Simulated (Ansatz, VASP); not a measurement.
# One calculation of RbNa2NiO2, two programs

```xyz
6
Lattice="-2.3390 2.3390 4.8874 2.3390 -2.3390 4.8874 2.3390 2.3390 -4.8874" Properties=species:S:1:pos:R:3 pbc="T T T"
Rb    0.0000    0.0000    0.0000
Ni    0.0000    0.0000    4.8874
Na    0.0000    2.3390    2.4437
Na    2.3390    0.0000    2.4437
O     0.0000    0.0000    3.0998
O     0.0000    0.0000    6.6751
```

Change from the starting cell: volume scaled by 1.02.

Alike in both runs: task single point; functional PBE; k mesh 8 × 8 × 8; occupations fermi-dirac, width 0.05 eV; collinear spin, ferromagnetic start.

|  | VASP | Ansatz |
| --- | --- | --- |
| version | VASP 6.6.1 | Ansatz 0.2.0 |
| potentials or method | VASP PAW PBE potentials, release 64 (Rb_sv, Ni, Na_pv, O) | Ansatz PAW |
| plane-wave cutoff (eV) | 520 | 420 |
| valence electrons in the cell | 45 | 57 |

|  | VASP | Ansatz | Ansatz less VASP |
| --- | --- | --- | --- |
| gap on the k mesh at the Fermi level (eV) | none | none | - |
| pressure (GPa) | -0.6 | -0.7 | -0.10 |
| largest component of the traceless stress (GPa) | 0.86 | 1.12 | +0.262 |
| rms of the force components (eV/Å) | 0.059 | 0.080 | +0.0209 |
| net moment per atom (μB) | 0.17 | 0.17 | 0.000 |
| size of the moment on the site where the two differ most (μB) | 0.76 | 0.73 | -0.028 |

Site moments also hang on the region over which each program counts them. Atom by atom the forces differ by 0.021 eV/Å (rms over components). A gap of «none» marks a metal or a gap that the smearing closes. With one functional, cell and mesh, what is left measures potentials, basis and numerics. The two sets of potentials don't hold the same shells in valence.

Caveats: a cell with one magnetic atom can't hold antiferromagnetic order, which such compounds often take; semilocal functionals often make such compounds metallic where correlation or magnetic order opens a gap, which also shifts bond lengths.
